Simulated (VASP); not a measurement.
Given:

```
CELL_PARAMETERS angstrom
      0.00000     2.96105     2.96105
      2.96105     0.00000     2.96105
      2.96105     2.96105     0.00000
ATOMIC_POSITIONS crystal
  In 0.00000 0.00000 0.00000
  P  0.25000 0.25000 0.25000
```

Method: optB86b-vdW, VASP's PBE PAW potentials (set 64) (plane waves; VASP 6.6.1). Numerical set-up: 520 eV cut-off, 8×8×8 Γ-centred mesh, Gaussian smearing of 0.050 eV, potentials In_d P.

**Question.** Give the energy at these volumes per atom, relative to the lowest: 24.38, 25.16, 25.94, 26.72, 27.50 Å³.

**Answer.** 21.2, 5.1, 0.0, 4.1, 15.9 meV/atom. A third-order Birch-Murnaghan fit gives B0 = 62.7 GPa and B0′ = 4.7.

Measured: bulk modulus 72.0 GPa at 0 K (computed value off by -12.9 %), as given by Daniel Mejia-Rodriguez et al., Physical Review B (2018), arXiv:1807.09216 [0 K value with the zero-point phonon effect removed]; a 5.858 Å at 0 K (computed value off by +1.1 %), as given by Daniel Mejia-Rodriguez et al., Physical Review B (2018), arXiv:1807.09216 [static lattice: zero-point anharmonic expansion removed].

The compound is InP in the zinc blende structure. It was relaxed first.
